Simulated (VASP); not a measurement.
Given:

```xyz
2
Lattice="1.6429 -2.8455 0.0000 1.6429 2.8455 0.0000 0.0000 0.0000 5.1027" Properties=species:S:1:pos:R:3 pbc="T T T"
Sc     1.6429     0.9485     1.2757
Sc     1.6429    -0.9485     3.8270
```

Method: AM05 GGA, VASP's PBE PAW potentials (set 64) (plane waves; VASP). Run with 520 eV cut-off, Gaussian smearing of 0.050 eV, potentials Sc_sv.

Q: Give the energies of bands 9 to 14 at the high-symmetry points, in eV from the Fermi level.

A: 
| band | Γ | M | K | A | L | H |
|---|---|---|---|---|---|---|
| 9 | -5.19 | -1.64 | -0.72 | -3.60 | -1.53 | -0.44 |
| 10 | -1.68 | -1.11 | -0.72 | -3.60 | -1.53 | -0.44 |
| 11 | 0.70 | -0.72 | -0.65 | 1.01 | 0.08 | -0.15 |
| 12 | 1.62 | -0.34 | -0.55 | 1.01 | 0.08 | -0.15 |
| 13 | 1.62 | 1.34 | 1.05 | 1.53 | 1.33 | 0.29 |
| 14 | 1.92 | 1.35 | 1.05 | 1.53 | 1.33 | 0.29 |

It has no gap at this level: it comes out as a metal or semimetal.

The compound is Sc in the hcp structure. It was relaxed first.
